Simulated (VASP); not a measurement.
A convergence study with VASP on Cu3Au (space group no. 221 when undisturbed): a few settings are varied, all else stays as given below, so the limit is that of these other settings. One atom is moved off its site, so that forces are finite.

```xyz
4
Lattice="3.7687 0.0000 0.0000 0.0000 3.7687 0.0000 0.0000 0.0000 3.7687" Properties=species:S:1:pos:R:3 pbc="T T T"
Cu     0.0500     1.8844     1.8844
Cu     1.8844     0.0000     1.8844
Cu     1.8844     1.8844     0.0000
Au     0.0000     0.0000     0.0000
```

All values below come from PBE GGA, VASP's PBE PAW potentials (set 64) (plane waves; VASP). The last row used: 300 eV cut-off, 13×13×13 Γ-centred mesh, tetrahedra with Blöchl corrections, potentials Cu Au.

Unless said otherwise, spin-orbit coupling is left out, though it shifts the bands of the heavy elements here.

```tsv
setting	E (eV/atom)	pressure (GPa)	irreducible k-points
4×4×4 mesh	-3.6390	-0.94	18
5×5×5 mesh	[?]	[?]	18
6×6×6 mesh	-3.6391	-0.63	40
7×7×7 mesh	-3.6505	-0.50	40
9×9×9 mesh	-3.6490	-0.50	75
11×11×11 mesh	-3.6474	[?]	126
13×13×13 mesh	-3.6474	-0.46	196
```

Task: What belongs in the gaps?

Result: 
- 11×11×11 mesh, pressure (GPa): -0.48
- 5×5×5 mesh, E (eV/atom): -3.6380
- 5×5×5 mesh, pressure (GPa): -0.66

Left out are rungs that failed or repeat a setting and relaxations that didn't move; long series are thinned to 24 rows.

The structure is a typed Cu3Au crystal (space group no. 221). The cell was not relaxed at this level, it is distorted from the ideal structure.
